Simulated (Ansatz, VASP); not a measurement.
# One calculation of LaAg, two programs

```xyz
2
Lattice="3.8352 0.0000 0.0000 0.0000 3.8352 0.0000 0.0000 0.0000 3.7600" Properties=species:S:1:pos:R:3 pbc="T T T"
La    1.9176    1.9176    1.8800
Ag    0.0000    0.0000    0.0000
```

Change from the starting cell: equal xx and yy strain of +2 %.

Alike in both runs: task single point; functional PBEsol; k mesh 9 × 9 × 9; occupations fermi-dirac, width 0.08 eV; no spin polarisation.

```csv
,VASP,Ansatz
version,VASP 6.6.1,Ansatz 0.2.0
potentials or method,"VASP PAW PBE potentials, release 64 (La, Ag), cutoff 520 eV","all-electron LAPW, scalar-relativistic"
```

|  | VASP | Ansatz | Ansatz less VASP |
| --- | --- | --- | --- |
| pressure (GPa) | -2.5 | -2.4 | +0.08 |
| largest component of the traceless stress (GPa) | 0.31 | 0.31 | -0.001 |

Ansatz ran all-electron here, so the differences hold the error of VASP's frozen core and of both bases.

Caveats: the PAW data sets were made with another functional, which shifts forces and pressure a little (VASP). The runs have no spin-orbit coupling, so splittings on La are missing.
